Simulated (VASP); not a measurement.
Method: PBE GGA with D3 dispersion (zero damping), VASP's PBE PAW potentials (set 64) (plane waves; VASP).

VASP ran on this input.

**INCAR**
```
SYSTEM = CsPbBr3
PREC = Accurate
ENCUT = 520
EDIFF = 1E-7
NELM = 100
ALGO = Normal
LREAL = .FALSE.
LASPH = .TRUE.
ISMEAR = 0
SIGMA = 0.05
GGA = PE
IVDW = 11
LMAXMIX = 4
LWAVE = .FALSE.
LCHARG = .FALSE.
ISIF = 2
```

### POSCAR
```
CsPbBr3
1
    5.9298247975     0.0000000000     0.0000000000
    0.0000000000     5.9298247975     0.0000000000
    0.0000000000     0.0000000000     5.9298247975
Cs Pb Br
1 1 3
Direct
  0.0000000000   0.0000000000   0.0000000000
  0.5000000000   0.5000000000   0.5000000000
  0.5000000000   0.0000000000   0.5000000000
  0.0000000000   0.5000000000   0.5000000000
  0.5000000000   0.5000000000   0.0000000000
```

**KPOINTS**
```
Automatic mesh
0
Gamma
4 4 4
0 0 0
```

POTCAR, in this order: Cs_sv Pb_d Br (PBE.64 set). Program: vasp_std.

What VASP printed:

OSZICAR:
```
       N       E                     dE             d eps       ncg     rms          rms(c)
DAV:   1     0.399874303190E+03    0.39987E+03   -0.18780E+04   520   0.149E+03
DAV:   2     0.385118409930E+02   -0.36136E+03   -0.35217E+03   626   0.329E+02
DAV:   3    -0.141644702806E+02   -0.52676E+02   -0.51143E+02   632   0.133E+02
DAV:   4    -0.164049232065E+02   -0.22405E+01   -0.22347E+01   638   0.343E+01
DAV:   5    -0.164682955931E+02   -0.63372E-01   -0.63313E-01   676   0.533E+00    0.409E+00
DAV:   6    -0.158916874736E+02    0.57661E+00   -0.10787E+00   762   0.104E+01    0.238E+00
DAV:   7    -0.158412361178E+02    0.50451E-01   -0.55917E-01   762   0.427E+00    0.101E+00
DAV:   8    -0.158513263843E+02   -0.10090E-01   -0.68161E-02   656   0.225E+00    0.189E-01
DAV:   9    -0.158509258943E+02    0.40049E-03   -0.11545E-02   714   0.845E-01    0.105E-01
DAV:  10    -0.158512815447E+02   -0.35565E-03   -0.11472E-03   618   0.204E-01    0.426E-02
DAV:  11    -0.158513705870E+02   -0.89042E-04   -0.19376E-04   620   0.110E-01    0.874E-03
DAV:  12    -0.158513721863E+02   -0.15993E-05   -0.30939E-05   732   0.576E-02    0.731E-03
DAV:  13    -0.158513718541E+02    0.33218E-06   -0.45319E-06   736   0.173E-02    0.270E-03
DAV:  14    -0.158513720495E+02   -0.19544E-06   -0.53131E-07   606   0.628E-03    0.728E-04
DAV:  15    -0.158513720702E+02   -0.20616E-07   -0.33806E-08   388   0.208E-03
   1 F= -.17041323E+02 E0= -.17041323E+02  d E =-.425040E-16
```

OUTCAR:
```
------------------------ aborting loop because EDIFF is reached ----------------------------------------
 Edisp (eV)   -1.18995
  FORCE on cell =-STRESS in cart. coord.  units (eV):
  Direction    XX          YY          ZZ          XY          YZ          ZX
  --------------------------------------------------------------------------------------
  Total       0.05584     0.05584     0.05584    -0.00000     0.00000     0.00000
  in kB       0.42909     0.42909     0.42909    -0.00000     0.00000     0.00000
  external pressure =        0.43 kB  Pullay stress =        0.00 kB
  volume of cell :      208.51
      direct lattice vectors                 reciprocal lattice vectors
     5.929824798  0.000000000  0.000000000     0.168639047  0.000000000  0.000000000
     0.000000000  5.929824798  0.000000000     0.000000000  0.168639047  0.000000000
     0.000000000  0.000000000  5.929824798     0.000000000  0.000000000  0.168639047
 POSITION                                       TOTAL-FORCE (eV/Angst)
 -----------------------------------------------------------------------------------
      0.00000      0.00000      0.00000         0.000000      0.000000      0.000000
      2.96491      2.96491      2.96491         0.000000      0.000000      0.000000
      2.96491      0.00000      2.96491         0.000000      0.000000      0.000000
      0.00000      2.96491      2.96491         0.000000      0.000000      0.000000
      2.96491      2.96491      0.00000         0.000000      0.000000      0.000000
 -----------------------------------------------------------------------------------
    total drift:                                0.000000     -0.000000     -0.000000
  FREE ENERGIE OF THE ION-ELECTRON SYSTEM (eV)
  ---------------------------------------------------
  free  energy   TOTEN  =       -17.0413226451 eV

  energy  without entropy=      -17.0413226451  energy(sigma->0) =      -17.04132265
```
(Selected blocks of OUTCAR.)

OUTCAR:
```
 val. band max:        0.9716494653   @ k =   0.5000   0.5000   0.5000

 cond. band min:       2.6207605931   @ k =   0.5000   0.5000   0.5000


 Fermi energy:         1.2453735653

 k-point     1 :       0.0000    0.0000    0.0000
  band No.  band energies     occupation
      1     -20.3889      2.00000
      2     -15.8029      2.00000
      3     -15.8029      2.00000
      4     -15.6686      2.00000
      5     -15.6686      2.00000
      6     -15.6686      2.00000
      7     -13.5953      2.00000
      8     -12.9474      2.00000
      9     -12.9474      2.00000
     10      -7.1770      2.00000
     11      -7.1770      2.00000
     12      -7.1770      2.00000
     13      -5.9408      2.00000
     14      -3.1039      2.00000
     15      -3.1039      2.00000
     16      -3.1039      2.00000
     17      -0.9956      2.00000
     18      -0.9956      2.00000
     19      -0.9956      2.00000
     20      -0.8915      2.00000
     21      -0.8915      2.00000
     22      -0.8915      2.00000
     23       4.1077      0.00000
     24       5.2501      0.00000
     25       5.2501      0.00000
     26       5.9939      0.00000

 k-point     2 :       0.2500    0.0000    0.0000
  band No.  band energies     occupation
      1     -20.3884      2.00000
      2     -15.8029      2.00000
      3     -15.7766      2.00000
      4     -15.6690      2.00000
      5     -15.6690      2.00000
      6     -15.6686      2.00000
      7     -13.5317      2.00000
      8     -13.0587      2.00000
      9     -12.9466      2.00000
     10      -7.1727      2.00000
     11      -7.1718      2.00000
     12      -7.1718      2.00000
     13      -6.3453      2.00000
     14      -3.0595      2.00000
     15      -3.0595      2.00000
     16      -2.2119      2.00000
     17      -1.0599      2.00000
     18      -1.0599      2.00000
     19      -1.0572      2.00000
     20      -0.9457      2.00000
     21      -0.9457      2.00000
     22      -0.8772      2.00000
...
```

Unless said otherwise, spin-orbit coupling is left out, though it shifts the bands of the heavy elements here.

The compound is CsPbBr3 in the cubic perovskite structure, the ideal cubic form; the compound distorts at low or room temperature. It was relaxed first.
